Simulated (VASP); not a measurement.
Given:

```xyz
2
Lattice="1.2322 -2.1343 0.0000 1.2322 2.1343 0.0000 0.0000 0.0000 4.0181" Properties=species:S:1:pos:R:3 pbc="T T T"
Co     1.2322     0.7114     1.0045
Co     1.2322    -0.7114     3.0136
```
Starting moments (μB, in the order of the record's atoms Co Co): 1.7 1.7.

All values below come from r2SCAN meta-GGA, VASP's PBE PAW potentials (set 64) (plane waves; VASP 6.6.1). Numerical set-up: 520 eV cut-off, 19×19×10 Γ-centred mesh, tetrahedra with Blöchl corrections, potentials Co.

Question: What does the run give for the cell moment, energy per atom (σ→0), band gap (over mesh and band path) with the smallest direct gap where there is one?

Answer: 
The band gap (over mesh and band path) is none (metal, semimetal or under 0.01 eV) and the cell moment is 3.45 μB. The energy per atom (σ→0) is -13.206 eV/atom.

Question: Give the moment on each site (PAW-sphere projection).

Answer: 
| site | moment (μB) |
|---|---|
| Co1 | 1.79 |
| Co2 | 1.79 |

The absolute energy has meaning only against runs of the same code, potentials and settings.

The compound is Co in the hcp structure. It was relaxed first.
